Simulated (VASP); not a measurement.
Method: PBEsol GGA, VASP's PBE PAW potentials (set 64) (plane waves; VASP).

The input files of a VASP run:

INCAR:
```
ALGO = All
EDIFF = 1E-6
ENCUT = 520
GGA = PS
ISMEAR = 0
ISPIN = 2
ISYM = 0
LASPH = T
LCHARG = F
LMAXMIX = 4
LORBIT = 10
LREAL = F
LWAVE = F
MAGMOM = 1
NELM = 200
NUPDOWN = 1
PREC = Normal
SIGMA = 0.01
SYSTEM = Ga atom
```

File POSCAR:
```
Ga atom
1
   12.0000000000     0.0000000000     0.0000000000
    0.0000000000    12.5000000000     0.0000000000
    0.0000000000     0.0000000000    13.0000000000
Ga
1
Direct
  0.0000000000   0.0000000000   0.0000000000
```

### KPOINTS
```
kpoints
0
G
  1 1 1
```

POTCAR, in this order: Ga_d (PBE.64 set). Program: vasp_gam. Read from the step before: WAVECAR.

Output

**OSZICAR**
```
       N       E                     dE             d eps       ncg     rms           ort
SDA:   1    -0.285914321821E+00   -0.28591E+00    0.00000E+00    11   0.682E-02   0.000E+00
CGA:   2    -0.286968935638E+00   -0.10546E-02   -0.10538E-02    11   0.230E-02  -0.116E-04
CGA:   3    -0.287451994215E+00   -0.48306E-03   -0.48315E-03    11   0.316E-03  -0.669E-05
CGA:   4    -0.287546737040E+00   -0.94743E-04   -0.94850E-04    11   0.996E-04  -0.107E-05
CGA:   5    -0.287573824477E+00   -0.27087E-04   -0.27058E-04    11   0.209E-04   0.441E-06
CGA:   6    -0.287580196970E+00   -0.63725E-05   -0.63703E-05    11   0.854E-05   0.265E-07
CGA:   7    -0.287582785735E+00   -0.25888E-05   -0.26124E-05    11   0.473E-05  -0.284E-06
CGA:   8    -0.287584602315E+00   -0.18166E-05   -0.18421E-05    11   0.354E-05  -0.148E-06
CGA:   9    -0.287587767956E+00   -0.31656E-05   -0.31618E-05    11   0.760E-05   0.202E-07
CGA:  10    -0.287599485298E+00   -0.11717E-04   -0.11706E-04    11   0.295E-04   0.126E-07
CGA:  11    -0.287622383204E+00   -0.22898E-04   -0.23980E-04    11   0.654E-04  -0.276E-05
CGA:  12    -0.287646788579E+00   -0.24405E-04   -0.23977E-04    11   0.547E-04  -0.187E-05
CGA:  13    -0.287666057878E+00   -0.19269E-04   -0.19510E-04    11   0.434E-04   0.647E-06
CGA:  14    -0.287679090501E+00   -0.13033E-04   -0.13346E-04    11   0.217E-04   0.873E-07
CGA:  15    -0.287686596912E+00   -0.75064E-05   -0.75197E-05    11   0.825E-05   0.845E-08
CGA:  16    -0.287689170068E+00   -0.25732E-05   -0.25727E-05    11   0.362E-05  -0.845E-08
CGA:  17    -0.287690387036E+00   -0.12170E-05   -0.12171E-05    11   0.154E-05   0.228E-07
CGA:  18    -0.287690946496E+00   -0.55946E-06   -0.56000E-06    11   0.783E-06   0.118E-07
   1 F= -.28769095E+00 E0= -.28769095E+00  d E =-.279217E-21  mag=     1.0000
```

**OUTCAR**
```
------------------------ aborting loop because EDIFF is reached ----------------------------------------
  FORCE on cell =-STRESS in cart. coord.  units (eV):
  Direction    XX          YY          ZZ          XY          YZ          ZX
  --------------------------------------------------------------------------------------
  Total       -0.0026325      0.0038440      0.0029413      0.0011985      0.0009811     -0.0005980
  in kB       -0.0021629      0.0031583      0.0024167      0.0009847      0.0008061     -0.0004914
  external PRESSURE =       0.0011374 kB  Pullay stress =       0.0000000 kB
  volume of cell :     1950.00
      direct lattice vectors                 reciprocal lattice vectors
    12.000000000  0.000000000  0.000000000     0.083333333  0.000000000  0.000000000
     0.000000000 12.500000000  0.000000000     0.000000000  0.080000000  0.000000000
     0.000000000  0.000000000 13.000000000     0.000000000  0.000000000  0.076923077
 POSITION                                       TOTAL-FORCE (eV/Angst)
 -----------------------------------------------------------------------------------
      0.00000      0.00000      0.00000         0.000001     -0.000001      0.000001
 -----------------------------------------------------------------------------------
    total drift:                                0.000001     -0.000001      0.000001
  FREE ENERGIE OF THE ION-ELECTRON SYSTEM (eV)
  ---------------------------------------------------
  free  energy   TOTEN  =        -0.2876909465 eV

  energy  without entropy=       -0.2876909465  energy(sigma->0) =       -0.28769095

 total charge

# of ion       s       p       d       tot
------------------------------------------
    1        1.198   0.281   9.915  11.395

 magnetization (x)

# of ion       s       p       d       tot
------------------------------------------
    1       -0.008   0.281  -0.002   0.271
```
(Selected blocks of OUTCAR.)

**OUTCAR**
```
 val. band max:       -2.7989146411   @ k =   0.0000   0.0000   0.0000

 cond. band min:      -2.5651164637   @ k =   0.0000   0.0000   0.0000


 Fermi energy:        -2.6945883265

 spin component 1

 k-point     1 :       0.0000    0.0000    0.0000
  band No.  band energies     occupation
      1     -19.1059      1.00000
      2     -19.1059      1.00000
      3     -18.9308      1.00000
      4     -18.9308      1.00000
      5     -18.8658      1.00000
      6      -9.0432      1.00000
      7      -2.7989      1.00000
      8      -2.5651      0.00000
      9      -2.5650      0.00000
     10      -0.1601      0.00000
     11       0.3186      0.00000

 Fermi energy:        -8.3845167600

 spin component 2

 k-point     1 :       0.0000    0.0000    0.0000
  band No.  band energies     occupation
      1     -19.1001      1.00000
      2     -19.1001      1.00000
      3     -18.8459      1.00000
      4     -18.8459      1.00000
      5     -18.7665      1.00000
      6      -8.4510      1.00000
      7      -2.2001      0.00000
      8      -2.2001      0.00000
      9      -1.5239      0.00000
     10      -0.0235      0.00000
     11       0.8817      0.00000
```

The atom may not be in its lowest state.

The cell is a free atom in a box.
